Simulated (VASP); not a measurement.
VASP runs on VN (space group P-6m2) share one base input (PBEsol GGA, plane waves, VASP's PBE PAW potentials (set 64)) and change the settings named in each case.

POSCAR:
```
VN
2.73390
  1.0000000000   0.0000000000   0.0000000000
 -0.5000000000   0.8660254581   0.0000000000
  0.0000000000   0.0000000000   0.9661472622
V N
1 1
Direct
  0.6666670000   0.3333330000   0.0000000000
  0.3333330000   0.6666670000   0.5000000000
```

### INCAR
```
! general
SYSTEM  = VN
PREC    = Accurate
ENCUT   = 400   ! plane-wave cut-off (eV)
LREAL   = .FALSE.   ! projection in real space or not
LASPH   = .TRUE.

! electronic loop
EDIFF   = 1E-6   ! SCF stop (eV)
NELM    = 100
ALGO    = Normal
LMAXMIX = 4

! smearing
ISMEAR  = -1   ! Fermi-Dirac
SIGMA   = 0.05   ! width (eV)

! functional
GGA     = PS   ! PBEsol

! ions
ISIF    = 2   ! forces and stress, cell fixed

! output
LWAVE   = .FALSE.
LCHARG  = .FALSE.
```

File KPOINTS:
```
Automatic mesh
0
Gamma
18 18 16
0 0 0
```

POTCAR, in this order: V_sv N (PBE.64 set). Program: vasp_std.

| change | E(σ→0) (eV/atom) | pressure (GPa) | −TS (eV) |
|---|---|---|---|
| base run | -10.4819 | -13.20 | -0.0025 |
| GGA removed, POTCAR V_sv N (LDA.64 set) | -10.9495 | -20.53 | -0.0027 |
| KPOINTS 3×3×2 Γ-centred mesh | -10.3855 | -11.38 | -0.0125 |
| LDAU = .TRUE., LDAUJ = 0 0, LDAUL = 2 -1, LDAUTYPE = 2, LDAUU = 8.0 0 | -6.2539 | 12.88 | -0.0012 |
 Energies of different potentials or functionals have different zeros.  At 400 eV the pressure can carry a Pulay error.

Left out are runs that ran out of time, are held back, or changed the cell or the kind of run, fixed moments of cells without a moment, rows past the twelfth, gaps on odd meshes, pressures of charged cells and columns that move by less than the noise.

The structure comes from a computed database's VN entry; how it stands against other phases isn't given here. The cell was not relaxed at this level. The run is not spin-polarised, so no magnetic state was tried.
